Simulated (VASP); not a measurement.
Given:

```
CELL_PARAMETERS angstrom
      2.71352     0.00000     0.00000
     -0.90451     2.55833     0.00000
      0.00000     0.00000    25.99840
ATOMIC_POSITIONS crystal
  Mo 0.50000 0.50000 0.32956
  Mo 0.00000 0.00000 0.41478
  Mo 0.50000 0.50000 0.50000
  Mo 0.00000 0.00000 0.58522
  Mo 0.50000 0.50000 0.67044
```

Calculation: PBEsol GGA, VASP's PBE PAW potentials (set 64) (plane waves; VASP). Numerical set-up: PREC = Normal, EDIFF = 1E-5, 400 eV cut-off, 11×11×1 Γ-centred mesh, first-order Methfessel-Paxton smearing of 0.10 eV, potentials Mo_sv.

The ions are relaxed. What does this cell relax into?

```
CELL_PARAMETERS angstrom
      2.71352     0.00000     0.00000
     -0.90451     2.55833     0.00000
      0.00000     0.00000    25.99840
ATOMIC_POSITIONS crystal
  Mo 0.50000 0.50000 0.33350
  Mo 0.00000 0.00000 0.41432
  Mo 0.50000 0.50000 0.50000
  Mo 0.00000 0.00000 0.58568
  Mo 0.50000 0.50000 0.66650
```

How much energy does the relaxation gain?

The energy (σ→0) changes by -15.6 meV/atom, in 8 ionic steps.

The cell is a thin slab with vacuum, built from Mo (bcc): (110) face.
